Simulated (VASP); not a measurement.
Given:

```
Y
1.0
    1.82500    -3.16099     0.00000
    1.82500     3.16099     0.00000
    0.00000     0.00000     5.73000
Y
2
Cartesian
  1.82500   1.05367   1.43250
  1.82500  -1.05367   4.29750
```

All values below come from PW91 GGA, VASP's PBE PAW potentials (set 64) (plane waves; VASP). Settings: 520 eV cut-off, 10×10×6 Γ-centred mesh, first-order Methfessel-Paxton smearing of 0.10 eV, potentials Y_sv.

**Question.** The ions, cell shape and volume are relaxed. Give the cell that the relaxation ends in.

**Answer.** 
```
Y
1.0
    1.82528    -3.16148     0.00000
    1.82528     3.16148     0.00000
    0.00000     0.00000     5.63167
Y
2
Direct
  0.33333   0.66667   0.25000
  0.66667   0.33333   0.75000
```
Space group P6_3/mmc (194), at a tolerance of 0.03 Å.

**Question.** How do energy and volume change from the first to the last step?

**Answer.** The energy (σ→0) changes by -2.6 meV/atom and the volume by -1.7 %, in 5 ionic steps.

The compound is Y in the hcp structure. This run relaxes it. Symmetry was kept, so distortions that lower it aren't found.
